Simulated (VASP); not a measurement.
These are r2SCAN+rVV10, VASP's PBE PAW potentials (set 64) (plane waves; VASP) values and carry that method's errors.

VASP input:

### POSCAR
```
Al
1
    0.0000000000     2.0250000000     2.0250000000
    2.0250000000     0.0000000000     2.0250000000
    2.0250000000     2.0250000000     0.0000000000
Al
1
Direct
  0.0000000000   0.0000000000   0.0000000000
```

INCAR:
```
SYSTEM = Al
PREC = Accurate
ENCUT = 520
EDIFF = 1E-6
NELM = 100
ALGO = Normal
LREAL = .FALSE.
LASPH = .TRUE.
ISMEAR = 1
SIGMA = 0.1
METAGGA = R2SCAN
LUSE_VDW = .TRUE.
BPARAM = 11.95
CPARAM = 0.0093
LMIXTAU = .TRUE.
LWAVE = .FALSE.
LCHARG = .FALSE.
IBRION = 2
ISIF = 3
NSW = 60
EDIFFG = -0.01
```

File KPOINTS:
```
kpoints
0
Gamma
14 14 14
```

POTCAR, in this order: Al (PBE.64 set). Program: vasp_std.

Output of the run:

### OUTCAR
```
 ion  position               nearest neighbor table
   1  0.000  0.000  0.000-
  LATTYP: Found a face centered cubic cell.
 ALAT       =     4.0500000000
 Subroutine PRICEL returns:
 Original cell was already a primitive cell.
 Subroutine GETGRP returns: Found 48 space group operations
The static configuration has the point symmetry O_h .
The dynamic configuration has the point symmetry O_h .
 Subroutine INISYM returns: Found 48 space group operations
 Subroutine IBZKPT returns following result:
 Found    104 irreducible k-points:

 Following reciprocal coordinates:
            Coordinates               Weight
  0.000000  0.000000  0.000000      1.000000
  0.071429  0.000000  0.000000      8.000000
  0.142857  0.000000  0.000000      8.000000
  0.214286  0.000000  0.000000      8.000000
  0.285714  0.000000  0.000000      8.000000
  0.357143  0.000000  0.000000      8.000000
  0.428571  0.000000  0.000000      8.000000
  0.500000  0.000000  0.000000      4.000000
  0.071429  0.071429  0.000000      6.000000
  0.142857  0.071429  0.000000     24.000000
...
```

OSZICAR:
```
       N       E                     dE             d eps       ncg     rms          rms(c)
DAV:   1    -0.456974123045E+01   -0.45697E+01   -0.94601E+02  1075   0.347E+02
DAV:   2    -0.682372867061E+01   -0.22540E+01   -0.21696E+01  1355   0.336E+01
DAV:   3    -0.684240871791E+01   -0.18680E-01   -0.18267E-01  1380   0.353E+00
DAV:   4    -0.684249714787E+01   -0.88430E-04   -0.88199E-04  1380   0.223E-01
DAV:   5    -0.684249767489E+01   -0.52701E-06   -0.52707E-06  1415   0.160E-02    0.297E+00
DAV:   6    -0.663803157485E+01    0.20447E+00   -0.95221E-02  1450   0.215E+00    0.186E+00
DAV:   7    -0.693119772024E+01   -0.29317E+00   -0.70195E-02  1260   0.191E+00    0.708E-01
DAV:   8    -0.659767996254E+01    0.33352E+00   -0.10060E-01  1275   0.221E+00    0.231E-01
DAV:   9    -0.665410136729E+01   -0.56421E-01   -0.38813E-02  1065   0.111E+00    0.104E-01
DAV:  10    -0.665584064287E+01   -0.17393E-02   -0.22960E-03  1390   0.373E-01    0.183E-01
DAV:  11    -0.665696142766E+01   -0.11208E-02   -0.25663E-04  1380   0.133E-01    0.148E-01
DAV:  12    -0.665520689962E+01    0.17545E-02   -0.49827E-04  1215   0.157E-01    0.619E-02
DAV:  13    -0.665523300863E+01   -0.26109E-04   -0.47283E-05  1440   0.640E-02    0.552E-02
DAV:  14    -0.665527912966E+01   -0.46121E-04   -0.85427E-06  1075   0.363E-02    0.646E-02
DAV:  15    -0.665525364954E+01    0.25480E-04   -0.34723E-05  1160   0.514E-02    0.751E-02
DAV:  16    -0.665523247978E+01    0.21170E-04   -0.20654E-05  1390   0.439E-02    0.706E-02
DAV:  17    -0.665524023878E+01   -0.77590E-05   -0.62976E-07   890   0.117E-02    0.363E-02
DAV:  18    -0.665524514363E+01   -0.49049E-05   -0.35550E-06  1100   0.218E-02    0.557E-03
DAV:  19    -0.665524510071E+01    0.42923E-07   -0.27680E-07   610   0.814E-03
   1 F= -.66552451E+01 E0= -.66551922E+01  d E =-.665525E+01
       N       E                     dE             d eps       ncg     rms          rms(c)
DAV:   1    -0.666555744327E+01   -0.10312E-01   -0.18169E-01  1305   0.296E+00    0.615E-01
DAV:   2    -0.666770038147E+01   -0.21429E-02   -0.37392E-03  1430   0.540E-01    0.151E-01
DAV:   3    -0.666689528417E+01    0.80510E-03   -0.69848E-04  1165   0.201E-01    0.730E-02
DAV:   4    -0.666732358955E+01   -0.42831E-03   -0.77674E-04  1200   0.236E-01    0.249E-02
DAV:   5    -0.666704025903E+01    0.28333E-03   -0.39439E-04  1195   0.146E-01    0.359E-02
DAV:   6    -0.666701398967E+01    0.26269E-04   -0.17887E-05  1170   0.334E-02    0.189E-03
DAV:   7    -0.666700605432E+01    0.79354E-05   -0.28334E-06  1180   0.151E-02    0.160E-03
DAV:   8    -0.666700574300E+01    0.31133E-06   -0.15451E-07   520   0.546E-03
   2 F= -.66670057E+01 E0= -.66668662E+01  d E =-.117606E-01
       N       E                     dE             d eps       ncg     rms          rms(c)
DAV:   1    -0.666781611356E+01   -0.81006E-03   -0.67087E-03  1305   0.565E-01    0.120E-01
DAV:   2    -0.666788785187E+01   -0.71738E-04   -0.15094E-04  1435   0.107E-01    0.304E-02
DAV:   3    -0.666783340108E+01    0.54451E-04   -0.33035E-05  1190   0.431E-02    0.128E-02
DAV:   4    -0.666784449441E+01   -0.11093E-04   -0.37540E-05  1230   0.508E-02    0.462E-03
DAV:   5    -0.666782679463E+01    0.17700E-04   -0.15124E-05  1230   0.284E-02    0.697E-03
DAV:   6    -0.666782911817E+01   -0.23235E-05   -0.28521E-07   545   0.499E-03    0.544E-04
DAV:   7    -0.666782880669E+01    0.31148E-06   -0.97207E-08   535   0.307E-03
   3 F= -.66678288E+01 E0= -.66676733E+01  d E =-.125837E-01
```

File OUTCAR:
```
------------------------ aborting loop because EDIFF is reached ----------------------------------------
  FORCE on cell =-STRESS in cart. coord.  units (eV):
  Direction    XX          YY          ZZ          XY          YZ          ZX
  --------------------------------------------------------------------------------------
  Total        0.0030223      0.0030223      0.0030223     -0.0000000     -0.0000000      0.0000000
  in kB        0.3076056      0.3076056      0.3076056     -0.0000000     -0.0000000      0.0000000
  external PRESSURE =       0.3076056 kB  Pullay stress =       0.0000000 kB
  volume of cell :       15.74
      direct lattice vectors                 reciprocal lattice vectors
     0.000000000  1.989176141  1.989176141    -0.251360345  0.251360345  0.251360345
     1.989176141 -0.000000000  1.989176141     0.251360345 -0.251360345  0.251360345
     1.989176141  1.989176141  0.000000000     0.251360345  0.251360345 -0.251360345
 POSITION                                       TOTAL-FORCE (eV/Angst)
 -----------------------------------------------------------------------------------
      0.00000      0.00000      0.00000         0.000000      0.000000      0.000000
 -----------------------------------------------------------------------------------
    total drift:                                0.000000      0.000000     -0.000000
  FREE ENERGIE OF THE ION-ELECTRON SYSTEM (eV)
  ---------------------------------------------------
  free  energy   TOTEN  =        -6.6678288067 eV

  energy  without entropy=       -6.6673623527  energy(sigma->0) =       -6.66767332

 reached required accuracy - stopping structural energy minimisation
```
(Selected blocks of OUTCAR.)

CONTCAR:
```
Al
   1.00000000000000
     0.0000000000000000    1.9891761406550466    1.9891761406550466
     1.9891761406550466   -0.0000000000000000    1.9891761406550466
     1.9891761406550466    1.9891761406550466    0.0000000000000000
  Al
     1
Direct
     0.0000000000000000    0.0000000000000000    0.0000000000000000
```

**OUTCAR**
```
 val. band max:        8.4971056982   @ k =   0.5000   0.2857   0.0000

 cond. band min:       8.5437445727   @ k =  -0.3571   0.4286   0.0714


 Fermi energy:         8.5086584941

 k-point     1 :       0.0000    0.0000    0.0000
  band No.  band energies     occupation
      1      -3.6692      2.00000
      2      22.0983      0.00000
      3      22.0983      0.00000
      4      22.0983      0.00000
      5      24.3858      0.00000

 k-point     2 :       0.0714    0.0000    0.0000
  band No.  band energies     occupation
      1      -3.5172      2.00000
      2      19.9074      0.00000
      3      21.7204      0.00000
      4      21.7204      0.00000
      5      24.8525      0.00000

 k-point     3 :       0.1429    0.0000    0.0000
  band No.  band energies     occupation
      1      -3.0624      2.00000
      2      16.7849      0.00000
      3      21.1128      0.00000
      4      21.1128      0.00000
      5      24.6608      0.00000

 k-point     4 :       0.2143    0.0000    0.0000
  band No.  band energies     occupation
      1      -2.3076      2.00000
      2      13.7279      0.00000
      3      20.6396      0.00000
      4      20.6396      0.00000
      5      24.3730      0.00000

 k-point     5 :       0.2857    0.0000    0.0000
  band No.  band energies     occupation
      1      -1.2580      2.00000
      2      10.8527      0.00000
      3      20.3794      0.00000
      4      20.3794      0.00000
      5      24.0335      0.00000

 k-point     6 :       0.3571    0.0000    0.0000
  band No.  band energies     occupation
      1       0.0794      2.00000
      2       8.1997      2.00011
      3      20.3511      0.00000
      4      20.3511      0.00000
      5      22.8235      0.00000

 k-point     7 :       0.4286    0.0000    0.0000
  band No.  band energies     occupation
      1       1.6918      2.00000
      2       5.7946      2.00000
      3      20.5500      0.00000
...
```

Energy and stress use the plane-wave basis of the starting cell.

The compound is Al in the fcc structure. This run relaxes it. Symmetry was kept, so distortions that lower it aren't found.
